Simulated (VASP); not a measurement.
NiMoIrPdW:

```
Ni Mo Pd Ir W
1.0
     2.76078    0.00000    0.00000
    -1.38039    2.39090    0.00000
     0.00000    0.00000   11.34051
Ni Mo Pd Ir W
1 1 1 1 1
Direct
  0.00000 0.00000 0.70917
  0.66667 0.33333 0.29425
  0.66667 0.33333 0.89901
  0.00000 0.00000 0.10604
  0.66667 0.33333 0.52921
```

The cell was built by a generator and needn't be a form met in nature.

- Program: VASP 6.6.1
- Task: relaxation of cell and atoms
- Functional: PBE
- Dispersion: D4
- Potentials or basis: VASP PAW PBE potentials, release 64 (Ni, Mo_sv, Pd, Ir, W_sv)
- Cutoff: 600 eV
- k mesh: 11 × 11 × 3
- Occupations: fermi-dirac, width 0.05 eV
- Spin: collinear spin, ferromagnetic start
- Starting moments: [1.0, 1.0, 0.0, 0.6, 0.0] μB

At the start: pressure -5.2 GPa; volume 14.97 Å³/atom.

Problem. How do energy, volume and symmetry change on relaxing?

Solution. Over 35 steps the energy falls by 7.2 meV/atom and the volume is 14.60 Å³/atom (-2.5 %); space group P3m1 (No. 156, to 0.05 Å); moment 0.00 μB per cell.

The path:
```
step  energy change (eV)  largest force (eV/Å)  pressure (GPa)  volume (Å³)
   1              0.0000                0.2426           -5.23        74.86
   2              0.0958                0.4889           13.02        69.69
   3             -0.0314                0.3393            0.24        73.08
   4             -0.0356                0.1116           -0.01        73.01
   5             -0.0358                0.0520           -0.07        73.02
   6             -0.0360                0.0334            0.19        72.97
   7             -0.0360                0.0253            0.17        72.95
   8             -0.0361                0.0117           -0.14        73.07
   9             -0.0362                0.0137           -0.16        73.05
  10             -0.0361                0.0163           -0.12        73.03
  11             -0.0362                0.0122            0.02        73.01
  12             -0.0362                0.0053           -0.02        73.01
  13             -0.0362                0.0068           -0.11        73.01
  14             -0.0361                0.0062            0.28        72.93
  15             -0.0362                0.0058            0.06        73.00
  16             -0.0362                0.0053            0.11        73.00
  17             -0.0362                0.0055            0.15        73.01
  18             -0.0362                0.0058            0.08        73.01
  19             -0.0362                0.0061            0.03        73.01
  20             -0.0362                0.0068           -0.19        73.01
  21             -0.0362                0.0055            0.02        73.01
  22             -0.0362                0.0062           -0.11        73.01
  23             -0.0361                0.0050            0.20        72.94
  24             -0.0362                0.0056            0.28        72.98
  25             -0.0362                0.0059            0.14        73.00
  26             -0.0362                0.0058            0.06        73.01
  27             -0.0362                0.0060            0.06        73.01
  28             -0.0362                0.0059            0.06        73.01
  29             -0.0362                0.0067           -0.14        73.01
  30             -0.0362                0.0055            0.03        73.01
  31             -0.0362                0.0060           -0.01        73.01
  32             -0.0362                0.0060           -0.08        73.01
  33             -0.0362                0.0059            0.00        73.01
  34             -0.0362                0.0010            0.04        73.01
  35             -0.0362                0.0030            0.00        73.01
```

Final structure:
```yaml
crystal:
  lattice:
    - [2.74068, -0.00001, 0.00000]
    - [-1.37035, 2.37349, 0.00000]
    - [-0.00001, 0.00000, 11.22379]
  atoms:
    - { symbol: Ni, position: [0.00000, 0.00000, 0.71007] }
    - { symbol: Mo, position: [0.66667, 0.33333, 0.29523] }
    - { symbol: Pd, position: [0.66667, 0.33333, 0.89940] }
    - { symbol: Ir, position: [0.00000, 0.00000, 0.10421] }
    - { symbol: W, position: [0.66667, 0.33333, 0.52877] }
```

Caveat: pairwise dispersion overbinds metals, which lowers pressure and volume.
